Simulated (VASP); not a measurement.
These are RPBE GGA, VASP's PBE PAW potentials (set 64) (plane waves; VASP 6.6.1) values and carry that method's errors.

The input files of a VASP run:

### INCAR
```
! general
SYSTEM  =  MgB2
PREC    =  Accurate
ENCUT   =  520
LREAL   =  .FALSE.
LASPH   =  .TRUE.

! electronic loop
EDIFF   =  1E-7
NELM    =  100
ALGO    =  Normal

! smearing
ISMEAR  =  -5

! functional
GGA     =  RP

! ions
ISIF    =  2

! output
LWAVE   =  .FALSE.
LCHARG  =  .TRUE.
LORBIT  =  11
NEDOS   =  601

! other
LEFG    =  .TRUE.
```

File POSCAR:
```
MgB2
1
    1.5496971326    -2.6841536678     0.0000000000
    1.5496971326     2.6841536678    -0.0000000000
    0.0000000000    -0.0000000000     3.5365726290
Mg B
1 2
Direct
  1.0000000000   1.0000000000   0.0000000000
  0.3333330000   0.6666670000   0.5000000000
  0.6666670000   0.3333330000   0.5000000000
```

KPOINTS:
```
Automatic mesh
0
Gamma
13 13 10
0 0 0
```

POTCAR, in this order: Mg B (PBE.64 set). Program: vasp_std.

### Question
Predict the energy per atom (σ→0), band gap (on the k-mesh).

### Answer

```json
{
  "energy per atom (σ→0)": "-4.839 eV/atom",
  "band gap (on the k-mesh)": "none (metal, semimetal or under 0.01 eV)"
}
```

### OSZICAR
```
...
DAV:  10    -0.145167823248E+02   -0.25020E-03   -0.11464E-03  3000   0.234E-01    0.270E-02
DAV:  11    -0.145166561383E+02    0.12619E-03   -0.11569E-04  2240   0.684E-02    0.344E-03
DAV:  12    -0.145166748809E+02   -0.18743E-04   -0.39993E-06  2512   0.138E-02    0.109E-03
DAV:  13    -0.145166729900E+02    0.18909E-05   -0.10630E-07  2368   0.284E-03    0.362E-04
DAV:  14    -0.145166713454E+02    0.16446E-05   -0.26054E-08  1408   0.962E-04    0.110E-04
DAV:  15    -0.145166710644E+02    0.28103E-06   -0.15889E-09  1232   0.316E-04    0.160E-05
DAV:  16    -0.145166710441E+02    0.20301E-07   -0.95023E-11  1256   0.903E-05
   1 F= -.14516671E+02 E0= -.14516671E+02  d E =0.000000E+00
```

The compound is MgB2 in the AlB2 type structure. It was relaxed first.
